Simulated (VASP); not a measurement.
Level of theory: AM05 GGA, VASP's PBE PAW potentials (set 64) (plane waves; VASP).

The input files of a VASP run:

**INCAR**
```
! general
SYSTEM   =  V
PREC     =  Accurate
ENCUT    =  520
LREAL    =  .FALSE.   ! projection in real space or not
LASPH    =  .TRUE.

! electronic loop
EDIFF    =  1E-7
NELM     =  100   ! most electronic steps
ALGO     =  Normal   ! blocked Davidson
LMAXMIX  =  4   ! l cut-off of mixed one-centre charges

! smearing
ISMEAR   =  -5

! functional
GGA      =  AM

! ions
ISIF     =  2   ! forces and stress, cell fixed

! output
LWAVE    =  .FALSE.
LCHARG   =  .TRUE.
LORBIT   =  11   ! lm-projected
NEDOS    =  601
```

POSCAR:
```
V
1.0
 -1.4790182114   1.4790182114   1.4790182114
  1.4790182114  -1.4790182114   1.4790182114
  1.4790182114   1.4790182114  -1.4790182114
V
1
Cart
  0.0000000000   0.0000000000   0.0000000000
```

### KPOINTS
```
Automatic mesh
0
Gamma
19 19 19
0 0 0
```

POTCAR, in this order: V_sv (PBE.64 set). Program: vasp_std.

What VASP printed:

OSZICAR:
```
       N       E                     dE             d eps       ncg     rms          rms(c)
DAV:   1     0.844921531211E+02    0.84492E+02   -0.73236E+03  4400   0.142E+03
DAV:   2    -0.941705698097E+01   -0.93909E+02   -0.92137E+02  4528   0.368E+02
DAV:   3    -0.108811647869E+02   -0.14641E+01   -0.14486E+01  4662   0.539E+01
DAV:   4    -0.108900287570E+02   -0.88640E-02   -0.88592E-02  4478   0.440E+00
DAV:   5    -0.108901254127E+02   -0.96656E-04   -0.96650E-04  4564   0.460E-01    0.202E+01
DAV:   6    -0.942973927362E+01    0.14604E+01   -0.57125E+00  4420   0.364E+01    0.210E+00
DAV:   7    -0.940683451074E+01    0.22905E-01   -0.26320E-02  4442   0.222E+00    0.103E+00
DAV:   8    -0.939712884342E+01    0.97057E-02   -0.70648E-03  4426   0.149E+00    0.665E-02
DAV:   9    -0.939716382233E+01   -0.34979E-04   -0.78691E-05  4432   0.152E-01    0.322E-02
DAV:  10    -0.939717144162E+01   -0.76193E-05   -0.53025E-06  4450   0.281E-02    0.219E-03
DAV:  11    -0.939717111030E+01    0.33132E-06   -0.37561E-07  4442   0.921E-03    0.156E-03
DAV:  12    -0.939717121934E+01   -0.10903E-06   -0.19964E-08  2208   0.253E-03    0.102E-04
DAV:  13    -0.939717120044E+01    0.18895E-07   -0.82166E-10  2206   0.475E-04
   1 F= -.93971712E+01 E0= -.93971712E+01  d E =0.000000E+00
```

File OUTCAR:
```
------------------------ aborting loop because EDIFF is reached ----------------------------------------
  FORCE on cell =-STRESS in cart. coord.  units (eV):
  Direction    XX          YY          ZZ          XY          YZ          ZX
  --------------------------------------------------------------------------------------
  Total        0.0001968      0.0001968      0.0001968      0.0000000      0.0000000     -0.0000000
  in kB        0.0243638      0.0243638      0.0243638      0.0000000      0.0000000     -0.0000000
  external PRESSURE =       0.0243638 kB  Pullay stress =       0.0000000 kB
  volume of cell :       12.94
      direct lattice vectors                 reciprocal lattice vectors
    -1.479018211  1.479018211  1.479018211     0.000000000  0.338062098  0.338062098
     1.479018211 -1.479018211  1.479018211     0.338062098  0.000000000  0.338062098
     1.479018211  1.479018211 -1.479018211     0.338062098  0.338062098  0.000000000
 POSITION                                       TOTAL-FORCE (eV/Angst)
 -----------------------------------------------------------------------------------
      0.00000      0.00000      0.00000        -0.000000      0.000000     -0.000000
 -----------------------------------------------------------------------------------
    total drift:                                0.000000     -0.000000     -0.000000
  FREE ENERGIE OF THE ION-ELECTRON SYSTEM (eV)
  ---------------------------------------------------
  free  energy   TOTEN  =        -9.3971712004 eV

  energy  without entropy=       -9.3971712004  energy(sigma->0) =       -9.39717120

 total charge

# of ion       s       p       d       tot
------------------------------------------
    1        2.353   6.237   3.133  11.723
```
(Selected blocks of OUTCAR.)

For a metal the tetrahedron method with Blöchl corrections gives inexact stress and forces.

The compound is V in the bcc structure. It was relaxed first, which changed the volume by -7 %. The run is not spin-polarised, so no magnetic state was tried.
